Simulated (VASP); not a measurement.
Given:

```
CsPbCl3
1.0
    3.96057     2.28663     3.25844
   -3.96057     2.28663     3.25844
    0.00000    -4.57327     3.25844
Cs Pb Cl
1 1 3
Direct
  0.50000   0.50000   0.50000
  0.00000   0.00000   0.00000
  0.50000   0.01829   0.98171
  0.98171   0.50000   0.01829
  0.01829   0.98171   0.50000
```

Method: PBEsol GGA, VASP's PBE PAW potentials (set 64) (plane waves; VASP). Settings: 400 eV cut-off, Gaussian smearing of 0.050 eV, potentials Cs_sv Pb_d Cl.

Unless said otherwise, spin-orbit coupling is left out, though it shifts the bands of the heavy elements here.

Task: What does the run give for the band gap (along the path) with the smallest direct gap where there is one?

Result: 
```yaml
band gap (along the path): 1.89 eV
smallest direct gap (along the path): 1.91 eV
```

Only differences to runs with the same potentials and settings are physical.

The structure comes from a computed database's CsPbCl3 entry (R32); how it stands against other phases isn't given here. It was relaxed first.
